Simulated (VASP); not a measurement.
Data:

```yaml
crystal:
  lattice:
    - [2.94265, 0.00000, 0.00000]
    - [0.00000, 3.02170, 0.00000]
    - [0.00000, 0.00000, 2.86309]
  atoms:
    - { symbol: Zn, position: [0.50000, 0.50000, 0.50000] }
    - { symbol: Cu, position: [0.02821, 0.00000, 0.00000] }
```

The numbers are results of PBE GGA, VASP's PBE PAW potentials (set 64) (plane waves; VASP), not measurements. Run with EDIFF = 1E-5, 400 eV cut-off, 11×11×11 Γ-centred mesh, first-order Methfessel-Paxton smearing of 0.10 eV, potentials Zn Cu.

Give the force on each atom (eV/Å).

```csv
atom,Fx,Fy,Fz
Zn1,0.404,0.000,0.000
Cu2,-0.404,0.000,0.000
```

Give the stress tensor in GPa (positive for a compressed cell).

```
2.67  0.00  0.00
0.00  1.10  0.00
0.00  0.00  3.67
```
The pressure is its mean diagonal, 2.48 GPa.

The compound is CuZn in the CsCl type structure. The cell was not relaxed at this level, atoms are displaced from their ideal sites. The run is one of a series of settings (EDIFF = 1E-5 against the base run), some of them coarse on purpose. The electron count is odd and the run is not spin-polarised, which forces a metal.
